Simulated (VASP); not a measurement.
Here is the system:

```
Al2Au
1.0
    0.00000     2.91335     2.98778
    2.96630     0.00000     2.98778
    2.96630     2.91335     0.00000
Al Au
2 1
Direct
  0.25000   0.25000   0.25000
  0.75000   0.75000   0.75000
  0.98683   0.01317   0.01317
```
Cell charge -0.02.

All values below come from PBE GGA, VASP's PBE PAW potentials (set 64) (plane waves; VASP 6.6.1). Settings: NELECT = 17.02, 400 eV cut-off, 8×8×8 Γ-centred mesh, Gaussian smearing of 0.050 eV, potentials Al Au.

The cell is charged, with a uniform compensating background.

**Question.** Which forces act on the atoms, in eV/Å?

**Answer.** 
```csv
atom,Fx,Fy,Fz
Al1,0.396,0.000,0.000
Al2,0.396,0.000,0.000
Au3,-0.791,0.000,0.000
```

**Question.** Give the stress tensor in GPa (positive for a compressed cell).

**Answer.** 
```
 9.48   0.00   0.00
 0.00  10.89   0.00
 0.00   0.00   9.76
```
The pressure is its mean diagonal, 10.05 GPa.

The compound is AuAl2 in the fluorite structure. The cell was not relaxed at this level, atoms are displaced from their ideal sites. The run is one of a series of settings (ISMEAR = 0, NELECT = 17.02, SIGMA = 0.05 against the base run), some of them coarse on purpose. The electron count is odd and the run is not spin-polarised, which forces a metal.
